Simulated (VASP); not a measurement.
Method: revPBE GGA, VASP's PBE PAW potentials (set 64) (plane waves; VASP 6.6.1).

VASP input:

INCAR:
```
SYSTEM  =  SrTiO3
LWAVE  =  .False.
LASPH  =  .True.   ! aspherical one-centre terms
LORBIT  =  11   ! lm-projected
NELM  =  100   ! most electronic steps
ALGO  =  Normal   ! blocked Davidson
ISMEAR  =  -5
PREC  =  Accurate
LREAL  =  .False.   ! projection in real space or not
ENCUT  =  520
LCHARG  =  .True.
LMAXMIX  =  4
EDIFF  =  1E-7   ! SCF stop (eV)
LEFG  =  .True.
ISIF  =  2
NEDOS  =  601
GGA  =  RE   ! revPBE
```

**KPOINTS**
```
kpoints
0
Gamma
 6 6 6
```

POSCAR:
```
SrTiO3
1.0
  3.9681563999   0.0000000000   0.0000000000
  0.0000000000   3.9681563999   0.0000000000
  0.0000000000   0.0000000000   3.9681563999
Sr Ti O
1 1 3
Cart
  0.0000000000   0.0000000000   0.0000000000
  1.9840781999   1.9840781999   1.9840781999
  1.9840781999   0.0000000000   1.9840781999
  0.0000000000   1.9840781999   1.9840781999
  1.9840781999   1.9840781999   0.0000000000
```

POTCAR, in this order: Sr_sv Ti_sv O (PBE.64 set). Program: vasp_std.

Output of the run:

### OSZICAR
```
       N       E                     dE             d eps       ncg     rms          rms(c)
DAV:   1     0.447659093182E+03    0.44766E+03   -0.22133E+04   960   0.184E+03
DAV:   2    -0.334758835160E+01   -0.45101E+03   -0.44527E+03  1152   0.494E+02
DAV:   3    -0.468781340547E+02   -0.43531E+02   -0.43441E+02  1400   0.148E+02
DAV:   4    -0.487758061370E+02   -0.18977E+01   -0.18967E+01  1360   0.275E+01
DAV:   5    -0.488377726170E+02   -0.61966E-01   -0.61962E-01  1352   0.379E+00    0.254E+01
DAV:   6    -0.384308178782E+02    0.10407E+02   -0.68450E+01  1456   0.732E+01    0.148E+01
DAV:   7    -0.384559156775E+02   -0.25098E-01   -0.10033E+01  1232   0.245E+01    0.970E+00
DAV:   8    -0.384463058277E+02    0.96098E-02   -0.21173E+00  1240   0.150E+01    0.299E+00
DAV:   9    -0.383835906820E+02    0.62715E-01   -0.44862E-01  1192   0.609E+00    0.102E+00
DAV:  10    -0.383866096192E+02   -0.30189E-02   -0.11019E-01  1344   0.258E+00    0.836E-01
DAV:  11    -0.383791127092E+02    0.74969E-02   -0.64827E-02  1376   0.208E+00    0.189E-01
DAV:  12    -0.383788478724E+02    0.26484E-03   -0.29329E-03  1216   0.576E-01    0.778E-02
DAV:  13    -0.383788717885E+02   -0.23916E-04   -0.61522E-04  1344   0.249E-01    0.257E-02
DAV:  14    -0.383788989420E+02   -0.27154E-04   -0.81366E-05  1280   0.779E-02    0.153E-02
DAV:  15    -0.383788986734E+02    0.26863E-06   -0.68355E-06  1264   0.279E-02    0.101E-02
DAV:  16    -0.383788989559E+02   -0.28256E-06   -0.99614E-06  1272   0.210E-02    0.555E-03
DAV:  17    -0.383788987295E+02    0.22644E-06   -0.22666E-06  1200   0.194E-02    0.135E-03
DAV:  18    -0.383788986775E+02    0.52062E-07   -0.67981E-08   640   0.241E-03
   1 F= -.38378899E+02 E0= -.38378899E+02  d E =0.000000E+00
```

### OUTCAR
```
------------------------ aborting loop because EDIFF is reached ----------------------------------------
  FORCE on cell =-STRESS in cart. coord.  units (eV):
  Direction    XX          YY          ZZ          XY          YZ          ZX
  --------------------------------------------------------------------------------------
  Total       -0.0529443     -0.0529443     -0.0529443      0.0000000      0.0000000     -0.0000000
  in kB       -1.3575742     -1.3575742     -1.3575742      0.0000000      0.0000000     -0.0000000
  external PRESSURE =      -1.3575742 kB  Pullay stress =       0.0000000 kB
  volume of cell :       62.48
      direct lattice vectors                 reciprocal lattice vectors
     3.968156400  0.000000000  0.000000000     0.252006196  0.000000000  0.000000000
     0.000000000  3.968156400  0.000000000     0.000000000  0.252006196  0.000000000
     0.000000000  0.000000000  3.968156400     0.000000000  0.000000000  0.252006196
 POSITION                                       TOTAL-FORCE (eV/Angst)
 -----------------------------------------------------------------------------------
      0.00000      0.00000      0.00000         0.000000      0.000000      0.000000
      1.98408      1.98408      1.98408         0.000000      0.000000      0.000000
      1.98408      0.00000      1.98408         0.000000      0.000000      0.000000
      0.00000      1.98408      1.98408         0.000000      0.000000      0.000000
      1.98408      1.98408      0.00000         0.000000      0.000000      0.000000
 -----------------------------------------------------------------------------------
    total drift:                                0.000000      0.000000     -0.000000
  FREE ENERGIE OF THE ION-ELECTRON SYSTEM (eV)
  ---------------------------------------------------
  free  energy   TOTEN  =       -38.3788986775 eV

  energy  without entropy=      -38.3788986775  energy(sigma->0) =      -38.37889868

 total charge

# of ion       s       p       d       tot
------------------------------------------
    1        1.997   5.812   0.181   7.990
    2        2.215   6.284   1.701  10.201
    3        1.566   3.477   0.000   5.043
    4        1.566   3.477   0.000   5.043
    5        1.566   3.477   0.000   5.043
--------------------------------------------------
tot          8.911  22.527   1.882  33.320

 Electric field gradients after diagonalization (V/A^2)
 (convention: |V_zz| > |V_xx| > |V_yy|)
----------------------------------------------------------------------
 ion       V_xx      V_yy      V_zz     asymmetry (V_yy - V_xx)/ V_zz
----------------------------------------------------------------------
   1      -0.000    -0.000     0.000       0.099
   2       0.000     0.000    -0.000       0.515
   3      -8.906    -8.906    17.812       0.000
   4      -8.906    -8.906    17.812       0.000
   5      -8.906    -8.906    17.812       0.000
```
(Selected blocks of OUTCAR.)

The compound is SrTiO3 in the cubic perovskite structure, the ideal cubic form; the compound distorts at low or room temperature. It was relaxed first.
